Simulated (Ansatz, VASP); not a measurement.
# Two plane-wave programs on Ba3Mg

```
Ba Mg
1.0
     5.84902    0.00000    0.00000
     0.00000    5.84902    0.00000
     0.00000    0.00000    5.84902
Ba Mg
3 1
Direct
  0.00000 0.50000 0.50000
  0.50000 0.00000 0.50000
  0.50000 0.50000 0.00000
  0.00000 0.00000 0.00000
```

Alike in both runs: functional PBE; k mesh 4 × 4 × 4; occupations gaussian, width 0.1 eV; no spin polarisation.

Ansatz relaxed the structure, and its values are those at the end. VASP's run is a single point on that final structure, the one shown.

|  | VASP | Ansatz |
| --- | --- | --- |
| version | VASP 6.6.1 | Ansatz 0.2.0 |
| potentials or method | VASP PAW PBE potentials, release 64 (Ba_sv, Mg) | scalar-relativistic, plane waves, PAW |
| plane-wave cutoff (eV) | 520 | 420 |
| valence electrons in the cell | 32 | 40 |

Ansatz gave:

| Property | Result |
| --- | --- |
| gap on the k mesh at the Fermi level (eV) | none |
| pressure (GPa) | 0.1 |

**Question.** What did VASP give for the same quantities?

**Answer.** gap on the k mesh at the Fermi level (eV): none; pressure (GPa): 0.2.

A gap of «none» marks a metal or a gap that the smearing closes. The functional is the same, so the differences come from potentials, cutoffs and numerics. The two sets of potentials don't hold the same shells in valence.

The runs have no spin-orbit coupling, so splittings on Ba are missing.
